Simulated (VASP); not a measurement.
Data:

```xyz
2
Lattice="0.0000 1.8038 1.8038 1.8038 0.0000 1.8038 1.8038 1.8038 0.0000" Properties=species:S:1:pos:R:3 pbc="T T T"
B      0.0000     0.0000     0.0000
N      2.7057     2.7057     2.7057
```

Method: PBEsol GGA, VASP's PBE PAW potentials (set 64) (plane waves; VASP). Run with 520 eV cut-off, Gaussian smearing of 0.050 eV, potentials B N.

Give the energies of bands 2 to 7 at the high-symmetry points, in eV from the valence-band maximum.

| band | Γ | X | U | L | W |
|---|---|---|---|---|---|
| 2 | 0.00 | -9.01 | -8.19 | -10.84 | -7.62 |
| 3 | 0.00 | -4.97 | -7.81 | -1.96 | -7.09 |
| 4 | 0.00 | -4.97 | -4.13 | -1.96 | -6.63 |
| 5 | 8.79 | 4.28 | 6.77 | 10.17 | 9.46 |
| 6 | 8.79 | 9.13 | 12.82 | 10.65 | 13.33 |
| 7 | 8.79 | 17.97 | 15.85 | 10.65 | 14.37 |

The gap is indirect, 4.28 eV, from the valence maximum at Γ to the conduction minimum at X.

The structure comes from a computed database's BN entry (F-43m); how it stands against other phases isn't given here. It was relaxed first.
